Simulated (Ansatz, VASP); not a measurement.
# KI in two plane-wave programs, part 2 of 2

Aim: how closely do two programs agree when they are given the same cell, functional and k mesh? The cell is taken from a series of runs on this material, whose earlier steps may have relaxed, scaled, displaced or heated it; both programs get it as it stands.

VASP 6.6.1 and Ansatz 0.2.0.

So far: The structure; Ansatz: zone-centre phonons, LDA.

### 3. VASP: zone-centre phonons, LDA

Level of this step: LDA; plane waves and PAW (K_sv, I) (VASP).

The same cell, functional (in two slightly different forms) and mesh now go to VASP, with its own data sets.

Lines of VASP's logs that name or quote its potential files are left out, and so is its time.

INCAR reads:

```
SYSTEM = KI
PREC = Accurate
ENCUT = 500
EDIFF = 1E-08
NELM = 120
ISMEAR = 0
SIGMA = 0.01
LREAL = .FALSE.
ALGO = Normal
GGA = CA
NBANDS = 14
LORBIT = 11
LWAVE = .FALSE.
LCHARG = .FALSE.
ISIF = 2
IBRION = 8
LEPSILON = .TRUE.
LASPH = .TRUE.
GGA_COMPAT = .FALSE.
EFERMI = MIDGAP
KPAR = 2
```

POSCAR reads:

```
KI
1.0
    0.0000000000      3.4087163076      3.4087163076
    3.4087163076      0.0000000000      3.4087163076
    3.4087163076      3.4087163076      0.0000000000
K I
1 1
Direct
    0.0000000000      0.0000000000      0.0000000000
    0.5000000000      0.5000000000      0.5000000000
```

KPOINTS reads:

```
Automatic mesh
0
Gamma
8 8 8
0 0 0
```

Potentials, in the order of the species: K_sv and I (LDA family, release 64).

On the command line:

```bash
$ mpirun -np 2 vasp_std
```

Numbers of over 12 decimals in the logs are rounded to 6 here.

The program printed:

```text
[banner, memory and clock lines left out]
running    2 mpi-ranks, on    1 nodes
 distrk:  each k-point on    1 cores,    2 groups
 distr:  one band on    1 cores,    1 groups

 POSCAR found type information on POSCAR K I
 POSCAR found :  2 types and       2 ions
 LDA part: xc-table for (Slater(with rela. corr.)+CA(PZ))
 , standard interpolation
 POSCAR, INCAR and KPOINTS ok, starting setup
 FFT: planning ... GRIDC
 FFT: planning ... GRID_SOFT
 FFT: planning ... GRID
 WAVECAR not read
 entering main loop
       N       E                     dE             d eps       ncg     rms          rms(c)
DAV:   1     0.938095395127E+02    0.93810E+02   -0.64724E+03   812   0.954E+02
DAV:   2    -0.403967619189E+00   -0.94214E+02   -0.86733E+02  1004   0.238E+02
DAV:   3    -0.599419156611E+01   -0.55902E+01   -0.55593E+01  1134   0.490E+01
DAV:   4    -0.625187459641E+01   -0.25768E+00   -0.25751E+00  1356   0.103E+01
DAV:   5    -0.625293910901E+01   -0.10645E-02   -0.10645E-02  1090   0.703E-01    0.407E+00
DAV:   6    -0.617910340780E+01    0.73836E-01   -0.79123E-02   974   0.191E+00    0.281E+00
DAV:   7    -0.616618741056E+01    0.12916E-01   -0.87341E-02  1016   0.176E+00    0.807E-01
DAV:   8    -0.616606518290E+01    0.12223E-03   -0.13869E-02   932   0.907E-01    0.216E-01
DAV:   9    -0.616603878579E+01    0.26397E-04   -0.42329E-04  1076   0.134E-01    0.106E-01
DAV:  10    -0.616607320495E+01   -0.34419E-04   -0.19765E-04  1058   0.662E-02    0.800E-02
DAV:  11    -0.616606419609E+01    0.90089E-05   -0.61021E-05   830   0.479E-02    0.709E-03
DAV:  12    -0.616606428605E+01   -0.89965E-07   -0.24382E-06  1022   0.126E-02    0.376E-03
DAV:  13    -0.616606440892E+01   -0.12287E-06   -0.20241E-07  1112   0.341E-03    0.584E-03
DAV:  14    -0.616606440251E+01    0.64126E-08   -0.10205E-07   944   0.164E-03    0.142E-03
DAV:  15    -0.616606440158E+01    0.92587E-09   -0.75339E-09   678   0.604E-04
   1 F= -.61660644E+01 E0= -.61660644E+01  d E =0.000000E+00
 Linear response reoptimize wavefunctions to high precision
DAV:   1    -0.616606440165E+01   -0.67757E-10   -0.10348E-09   666   0.269E-04
DAV:   2    -0.616606440172E+01   -0.74124E-10   -0.20512E-10   430   0.125E-04
 Linear response G [H, r] |phi>, progress :
  Direction:   1
       N       E                     dE             d eps       ncg     rms
RMM:   1    -0.627560902497E+02   -0.62756E+02    0.37652E+02  1642   0.963E+01
RMM:   2    -0.623093978996E+02    0.44669E+00   -0.10234E+01  1586   0.214E+01
RMM:   3    -0.627116574621E+02   -0.40226E+00   -0.28599E+00  1868   0.682E+00
RMM:   4    -0.627714139866E+02   -0.59757E-01   -0.79209E-01  1923   0.251E+00
RMM:   5    -0.627890038506E+02   -0.17590E-01   -0.21517E-01  1928   0.116E+00
RMM:   6    -0.627922294467E+02   -0.32256E-02   -0.53355E-02  1984   0.544E-01
RMM:   7    -0.627931263855E+02   -0.89694E-03   -0.42471E-03  1971   0.267E-01
RMM:   8    -0.627932477422E+02   -0.12136E-03   -0.29132E-03  1972   0.129E-01
RMM:   9    -0.627933369739E+02   -0.89232E-04   -0.58191E-03  1972   0.663E-02
RMM:  10    -0.627933809974E+02   -0.44023E-04    0.23475E-04  1925   0.316E-02
RMM:  11    -0.627933733481E+02    0.76493E-05    0.26136E-03  1886   0.168E-02
RMM:  12    -0.627933788352E+02   -0.54870E-05    0.35697E-03  1856   0.923E-03
RMM:  13    -0.627933776347E+02    0.12004E-05    0.25820E-03  1810   0.514E-03
RMM:  14    -0.627933781278E+02   -0.49305E-06    0.21218E-03  1725   0.331E-03
RMM:  15    -0.627933781880E+02   -0.60170E-07    0.18886E-03  1603   0.235E-03
RMM:  16    -0.627933784454E+02   -0.25742E-06    0.20134E-03  1452   0.185E-03
RMM:  17    -0.627933785252E+02   -0.79876E-07    0.19386E-03  1281   0.155E-03
RMM:  18    -0.627933785389E+02   -0.13683E-07    0.19986E-03  1178   0.141E-03
RMM:  19    -0.627933784256E+02    0.11336E-06    0.19597E-03  1112   0.131E-03
RMM:  20    -0.627933786372E+02   -0.21167E-06    0.19845E-03  1067   0.126E-03
RMM:  21    -0.627933785201E+02    0.11710E-06    0.19755E-03  1013   0.123E-03
RMM:  22    -0.627933786525E+02   -0.13237E-06    0.19808E-03   966   0.121E-03
 Linear response G [H, r] |phi>, progress :
  Direction:   2
       N       E                     dE             d eps       ncg     rms
RMM:   1    -0.599706484705E+02   -0.59971E+02    0.40529E+02  1657   0.985E+01
RMM:   2    -0.598559101512E+02    0.11474E+00   -0.87835E+00  1578   0.214E+01
RMM:   3    -0.601881314645E+02   -0.33222E+00   -0.18309E+00  1865   0.642E+00
RMM:   4    -0.602384354879E+02   -0.50304E-01   -0.42359E-01  1933   0.213E+00
RMM:   5    -0.602499100808E+02   -0.11475E-01   -0.90924E-02  1913   0.910E-01
RMM:   6    -0.602524388488E+02   -0.25288E-02   -0.21032E-02  1973   0.415E-01
RMM:   7    -0.602530402148E+02   -0.60137E-03   -0.50800E-03  1953   0.200E-01
RMM:   8    -0.602532037117E+02   -0.16350E-03    0.38801E-04  1954   0.100E-01
RMM:   9    -0.602532511129E+02   -0.47401E-04    0.26323E-03  1976   0.511E-02
[...]
RMM:   2    -0.553020280927E+00   -0.20183E-01   -0.68801E-02  3497   0.974E-01    0.176E+00
RMM:   3    -0.489952889151E+00    0.63067E-01   -0.80000E-02  3059   0.133E+00    0.815E-01
RMM:   4    -0.501110450542E+00   -0.11158E-01   -0.73592E-02  3182   0.117E+00    0.184E-01
RMM:   5    -0.514571827103E+00   -0.13461E-01   -0.10621E-02  3640   0.415E-01    0.546E-02
[...]
RMM:  16    -0.517403395697E+00   -0.35545E-07    0.11270E-06  2421   0.904E-05    0.257E-05
RMM:  17    -0.517403389441E+00    0.62561E-08    0.72148E-07  2054   0.634E-05    0.279E-05
RMM:  18    -0.517403409609E+00   -0.20168E-07    0.35041E-07  1878   0.510E-05    0.498E-05
RMM:  19    -0.517403357201E+00    0.52408E-07    0.18749E-07  1726   0.464E-05    0.273E-05
RMM:  20    -0.517403291529E+00    0.65672E-07    0.96503E-08  1729   0.455E-05    0.450E-06
 change of polarisation eV/A/(eV/A) component  2 :     0.106     0.930    -0.027
 dielectric tensor                  component  2 :     0.241     3.124    -0.062
 Linear response to external field, progress :
  Direction:   3
       N       E                     dE             d eps       ncg     rms          rms(c)
RMM:   1    -0.532809439566E+00   -0.53281E+00   -0.10626E+00  3706   0.355E+00
RMM:   2    -0.553021869534E+00   -0.20212E-01   -0.68711E-02  3524   0.980E-01    0.176E+00
RMM:   3    -0.489943889056E+00    0.63078E-01   -0.79911E-02  3076   0.133E+00    0.815E-01
RMM:   4    -0.501108321893E+00   -0.11164E-01   -0.73725E-02  3189   0.117E+00    0.184E-01
RMM:   5    -0.514536491211E+00   -0.13428E-01   -0.10642E-02  3654   0.417E-01    0.546E-02
RMM:   6    -0.516434209847E+00   -0.18977E-02   -0.32482E-03  3971   0.188E-01    0.337E-02
RMM:   7    -0.517179913749E+00   -0.74570E-03   -0.78387E-04  3801   0.725E-02    0.271E-02
RMM:   8    -0.517263123447E+00   -0.83210E-04   -0.25866E-04  3681   0.358E-02    0.405E-03
RMM:   9    -0.517416273914E+00   -0.15315E-03   -0.50575E-05  3922   0.184E-02    0.502E-03
RMM:  10    -0.517416237947E+00    0.35966E-07   -0.10408E-05  4189   0.846E-03    0.246E-03
RMM:  11    -0.517412977069E+00    0.32609E-05    0.25755E-05  3991   0.351E-03    0.120E-03
RMM:  12    -0.517402954540E+00    0.10023E-04    0.95984E-06  4071   0.160E-03    0.560E-04
RMM:  13    -0.517403392498E+00   -0.43796E-06    0.94754E-06  4018   0.729E-04    0.219E-04
RMM:  14    -0.517403645594E+00   -0.25310E-06    0.35241E-06  3804   0.340E-04    0.239E-05
RMM:  15    -0.517403523532E+00    0.12206E-06    0.28939E-06  3165   0.162E-04    0.297E-05
RMM:  16    -0.517403548099E+00   -0.24567E-07    0.11675E-06  2482   0.875E-05    0.238E-05
RMM:  17    -0.517403545729E+00    0.23694E-08    0.78655E-07  2134   0.620E-05    0.305E-05
RMM:  18    -0.517403537062E+00    0.86677E-08    0.39324E-07  1981   0.504E-05    0.528E-05
RMM:  19    -0.517403539003E+00   -0.19413E-08    0.20642E-07  1795   0.451E-05    0.558E-05
RMM:  20    -0.517403539003E+00   -0.50071E-13    0.11193E-07  1649   0.429E-05    0.613E-05
RMM:  21    -0.517403540443E+00   -0.14399E-08    0.34757E-08  1556   0.420E-05    0.612E-05
 change of polarisation eV/A/(eV/A) component  3 :     0.004     0.062     0.930
 dielectric tensor                  component  3 :     0.008     0.141     3.124
 Linear response DOF=           2
 Linear response progress:
  Degree of freedom:   1/  2
       N       E                     dE             d eps       ncg     rms          rms(c)
RMM:   1    -0.311302938517E+00   -0.31130E+00    0.22144E-01  2465   0.435E+00
RMM:   2    -0.308916248067E+00    0.23867E-02   -0.30935E-02  3002   0.113E+00    0.352E-02
RMM:   3    -0.311064678394E+00   -0.21484E-02   -0.50112E-03  3530   0.339E-01    0.361E-02
RMM:   4    -0.311162036392E+00   -0.97358E-04   -0.15488E-04  3683   0.659E-02    0.305E-02
RMM:   5    -0.311184320858E+00   -0.22284E-04   -0.30577E-05  3439   0.322E-02    0.285E-03
RMM:   6    -0.311184388657E+00   -0.67799E-07   -0.63927E-06  3843   0.117E-02    0.199E-03
RMM:   7    -0.311182235793E+00    0.21529E-05   -0.14376E-06  3833   0.503E-03    0.645E-04
RMM:   8    -0.311181767654E+00    0.46814E-06    0.75674E-08  3948   0.215E-03    0.388E-04
RMM:   9    -0.311181917201E+00   -0.14955E-06   -0.11381E-07  3931   0.103E-03    0.602E-05
RMM:  10    -0.311181875378E+00    0.41823E-07    0.10691E-06  4112   0.486E-04    0.330E-05
RMM:  11    -0.311181791779E+00    0.83599E-07   -0.13128E-07  4104   0.249E-04    0.373E-05
RMM:  12    -0.311181680869E+00    0.11091E-06    0.58200E-07  3915   0.141E-04    0.276E-05
RMM:  13    -0.311181618309E+00    0.62560E-07   -0.25050E-08  3881   0.845E-05    0.790E-06
RMM:  14    -0.311181609062E+00    0.92470E-08    0.19547E-07  3975   0.525E-05    0.831E-06
RMM:  15    -0.311181596516E+00    0.12546E-07   -0.43089E-09  3797   0.332E-05    0.578E-06
RMM:  16    -0.311181591517E+00    0.49986E-08    0.56416E-08  3341   0.222E-05    0.615E-06
 first order change of Fermi-energy  -0.14981E-03
 force on displaced ion       1 direction 1 :  -1.483   0.000   0.000
 Born effective charge ion    1 direction 1 :   1.104   0.000   0.000
 Linear response progress:
  Degree of freedom:   2/  2
       N       E                     dE             d eps       ncg     rms          rms(c)
RMM:   1    -0.864349826791E-01   -0.86435E-01    0.50721E-02  3723   0.102E+00
RMM:   2    -0.859917496696E-01    0.44323E-03   -0.18695E-03  3015   0.258E-01    0.390E-02
RMM:   3    -0.862757929227E-01   -0.28404E-03   -0.24116E-04  3293   0.703E-02    0.295E-02
RMM:   4    -0.864858768221E-01   -0.21008E-03   -0.44172E-05  3431   0.250E-02    0.109E-02
RMM:   5    -0.866205276160E-01   -0.13465E-03   -0.12683E-05  3453   0.127E-02    0.394E-03
RMM:   6    -0.866302090223E-01   -0.96814E-05   -0.24566E-06  3639   0.531E-03    0.228E-03
RMM:   7    -0.866251012457E-01    0.51078E-05   -0.20364E-06  3799   0.197E-03    0.353E-04
RMM:   8    -0.866264077334E-01   -0.13065E-05    0.12357E-05  3930   0.880E-04    0.234E-04
RMM:   9    -0.866254967313E-01    0.91100E-06    0.14082E-06  3930   0.401E-04    0.112E-04
RMM:  10    -0.866258319459E-01   -0.33521E-06    0.54204E-06  3993   0.183E-04    0.801E-05
RMM:  11    -0.866256762852E-01    0.15566E-06    0.11865E-07  3955   0.858E-05    0.358E-05
RMM:  12    -0.866256592635E-01    0.17022E-07    0.59786E-07  4108   0.347E-05    0.255E-05
RMM:  13    -0.866256253578E-01    0.33906E-07    0.20154E-07  3844   0.152E-05    0.881E-06
RMM:  14    -0.866256100779E-01    0.15280E-07    0.11118E-07  3725   0.636E-06    0.304E-06
RMM:  15    -0.866256054166E-01    0.46612E-08    0.82680E-09  3135   0.270E-06    0.169E-06
 first order change of Fermi-energy   0.34945E-03
 force on displaced ion       2 direction 1 :  -1.481   0.000   0.000
 Born effective charge ion    2 direction 1 :  -1.105   0.000   0.000
 Born effective charges drift removed
 Linear response finished
```

Parts of OUTCAR (step 3):

```text
ion  position               nearest neighbor table
   1  0.000  0.000  0.000-   2 3.41   2 3.41   2 3.41   2 3.41   2 3.41   2 3.41
   2  0.500  0.500  0.500-   1 3.41   1 3.41   1 3.41   1 3.41   1 3.41   1 3.41

  LATTYP: Found a face centered cubic cell.
 ALAT       =     6.8174326152

 Subroutine GETGRP returns: Found 48 space group operations
 (whereof 48 operations were pure point group operations)

The static configuration has the point symmetry O_h .

 Found     29 irreducible k-points:

   k-points           NKPTS =     29   k-points in BZ     NKDIM =     29   number of bands    NBANDS=     14

   dimension x,y,z NGX =    36 NGY =   36 NGZ =   36
   dimension x,y,z NGXF=    72 NGYF=   72 NGZF=   72

   ENCUT  =  500.0 eV  36.75 Ry    6.06 a.u.   8.79  8.79  8.79*2*pi/ulx,y,z

   NELECT =      16.0000    total number of electrons

 k-points in reciprocal lattice and weights: Automatic mesh
   0.00000000  0.00000000  0.00000000       0.002
   0.12500000  0.00000000  0.00000000       0.016
   0.25000000  0.00000000  0.00000000       0.016
   0.37500000  0.00000000  0.00000000       0.016
   0.50000000  0.00000000  0.00000000       0.008
   0.12500000  0.12500000  0.00000000       0.012
   0.25000000  0.12500000  0.00000000       0.047
   0.37500000  0.12500000  0.00000000       0.047
   0.50000000  0.12500000  0.00000000       0.047
[...]
-0.37500000  0.50000000  0.12500000       0.023
  -0.25000000  0.50000000  0.25000000       0.012

 average (electrostatic) potential at core
       1 -34.9533       2 -94.4348

  Total        0.0315399      0.0315399      0.0315399      0.0000000      0.0000000      0.0000000
  in kB        0.6379225      0.6379225      0.6379225      0.0000000      0.0000000      0.0000000
  external PRESSURE =       0.6379225 kB  Pullay stress =       0.0000000 kB

  energy-cutoff  :      500.00
  volume of cell :       79.21
      direct lattice vectors                 reciprocal lattice vectors
     0.000000000  3.408716308  3.408716308    -0.146682785  0.146682785  0.146682785
     3.408716308  0.000000000  3.408716308     0.146682785 -0.146682785  0.146682785
     3.408716308  3.408716308  0.000000000     0.146682785  0.146682785 -0.146682785

 POSITION                                       TOTAL-FORCE (eV/Angst)
 -----------------------------------------------------------------------------------
      0.00000      0.00000      0.00000         0.000000     -0.000000     -0.000000
      3.40872      3.40872      3.40872        -0.000000      0.000000      0.000000
 -----------------------------------------------------------------------------------
    total drift:                                0.000000      0.000000      0.000000

 MACROSCOPIC STATIC DIELECTRIC TENSOR (including local field effects in DFT)
 ------------------------------------------------------
           3.124385     0.000000     0.000000
           0.000000     3.124385     0.000000
          -0.000000    -0.000000     3.124385
 ------------------------------------------------------

 PIEZOELECTRIC TENSOR (including local field effects)  for field in x, y, z        (C/m^2)
          XX          YY          ZZ          XY          YZ          ZX
  --------------------------------------------------------------------------------
  x     0.00000     0.00000     0.00000     0.00000     0.00000     0.00000
  y     0.00000     0.00000     0.00000     0.00000     0.00000     0.00000
  z     0.00000     0.00000     0.00000     0.00000     0.00000     0.00000

 BORN EFFECTIVE CHARGES (including local field effects) (in |e|, cummulative output)
 ---------------------------------------------------------------------------------
 ion    1
    1     1.10450     0.00000     0.00000
    2     0.00000     1.10450     0.00000
    3     0.00000     0.00000     1.10450
 ion    2
    1    -1.10450     0.00000     0.00000
    2     0.00000    -1.10450     0.00000
    3     0.00000     0.00000    -1.10450

 Eigenvectors and eigenvalues of the dynamical matrix
 ----------------------------------------------------

   1 f  =    3.481791 THz    21.876740 2PiTHz  116.140059 cm-1    14.399526 meV
             X         Y         Z           dx          dy          dz
      0.000000  0.000000  0.000000     0.000000    0.874501    0.000000
      3.408716  3.408716  3.408716    -0.000000   -0.485024    0.000000

   2 f  =    3.481791 THz    21.876740 2PiTHz  116.140059 cm-1    14.399526 meV
             X         Y         Z           dx          dy          dz
      0.000000  0.000000  0.000000     0.874501   -0.000000    0.000000
      3.408716  3.408716  3.408716    -0.485024    0.000000    0.000000

   3 f  =    3.481791 THz    21.876740 2PiTHz  116.140059 cm-1    14.399526 meV
             X         Y         Z           dx          dy          dz
      0.000000  0.000000  0.000000     0.000000    0.000000    0.874501
      3.408716  3.408716  3.408716     0.000000    0.000000   -0.485024

   4 f/i=    0.001145 THz     0.007192 2PiTHz    0.038182 cm-1     0.004734 meV
             X         Y         Z           dx          dy          dz
      0.000000  0.000000  0.000000     0.414856    0.251283    0.000000
      3.408716  3.408716  3.408716     0.747987    0.453064    0.000000

   5 f/i=    0.001145 THz     0.007192 2PiTHz    0.038182 cm-1     0.004734 meV
             X         Y         Z           dx          dy          dz
      0.000000  0.000000  0.000000     0.000000    0.000000   -0.485024
      3.408716  3.408716  3.408716     0.000000    0.000000   -0.874501

   6 f/i=    0.001145 THz     0.007192 2PiTHz    0.038182 cm-1     0.004734 meV
             X         Y         Z           dx          dy          dz
      0.000000  0.000000  0.000000    -0.251283    0.414856    0.000000
      3.408716  3.408716  3.408716    -0.453064    0.747987    0.000000

 MACROSCOPIC STATIC DIELECTRIC TENSOR IONIC CONTRIBUTION
 ------------------------------------------------------
           1.880421     0.000000     0.000000
           0.000000     1.880421     0.000000
           0.000000     0.000000     1.880421
 ------------------------------------------------------

 ELASTIC MODULI CONTR FROM IONIC RELAXATION (kBar)
 Direction    XX          YY          ZZ          XY          YZ          ZX
 --------------------------------------------------------------------------------
 XX           0.0000      0.0000      0.0000      0.0000      0.0000      0.0000
 YY           0.0000      0.0000      0.0000      0.0000      0.0000      0.0000
 ZZ           0.0000      0.0000      0.0000      0.0000      0.0000      0.0000
 XY           0.0000      0.0000      0.0000      0.0000      0.0000      0.0000
 YZ           0.0000      0.0000      0.0000      0.0000      0.0000      0.0000
 ZX           0.0000      0.0000      0.0000      0.0000      0.0000      0.0000
 --------------------------------------------------------------------------------

 PIEZOELECTRIC TENSOR IONIC CONTR  for field in x, y, z        (C/m^2)
          XX          YY          ZZ          XY          YZ          ZX
  --------------------------------------------------------------------------------
  x     0.00000     0.00000     0.00000     0.00000     0.00000     0.00000
  y     0.00000     0.00000     0.00000     0.00000     0.00000     0.00000
  z     0.00000     0.00000     0.00000     0.00000     0.00000     0.00000
```

### 4. Differences

Known differences besides the potentials themselves: the two LDA forms differ slightly; fixed occupations in Ansatz, narrow Gaussian smearing in VASP; the data sets hold 26 valence electrons in Ansatz (on its default PAW (the set named soft_2) files) and 16 in VASP; the cutoff is 420 eV in Ansatz and 500 eV in VASP; VASP's log shows a relativistic correction to its local exchange, Ansatz's none. Total energies have different zeros and are not compared.

Compared:

```csv
quantity,Ansatz,VASP,difference
ε∞ xx,3.12,3.12,-0.10 %
ε∞ yy,3.12,3.12,-0.10 %
ε∞ zz,3.12,3.12,-0.10 %
Born charge of K1 (mean of the diagonal) (e),1.11,1.10,0.00
Born charge of I2 (mean of the diagonal) (e),-1.11,-1.10,0.00
optical mode 1 to 3 (cm⁻¹),114.9,116.1,-1.08 %
```

Modes are paired by rising frequency, not by their patterns, so a pair may set unlike modes beside each other; they are those without the splitting of longitudinal modes.

### 5. Results

| Item | Value |
| --- | --- |
| r.m.s. difference of the optical zone-centre modes, each program's sorted by frequency (zone-centre phonons, LDA) | 1.3 cm⁻¹ |
| difference in optical mode 1 to 3 (zone-centre phonons, LDA) | -1.1 % |

What this shows: The r.m.s. difference of the optical zone-centre modes, each program's sorted by frequency is 1.3 cm⁻¹ (zone-centre phonons, LDA). The data sets hold unlike numbers of valence electrons (26 in Ansatz and 16 in VASP), so part of the differences comes from the potentials. Among the rows given in per cent, the largest difference of the zone-centre phonons, LDA pair is in optical mode 1 to 3, -1.1 %. How closely two codes agree says nothing of how well the functional describes the real material.

[Lines on the potential files, build, host, timing and source positions are cut from VASP's logs without a mark.]

[Logs are printed without paths, hosts, clocks, repeated set-up lines and the standing remarks that a program may print on its own settings, such as how far it seeks lower states.]

[Hosts, paths, dates, database ids (printed as entryN), source tags and the programs' standing remarks are cut or masked in the printed files.]
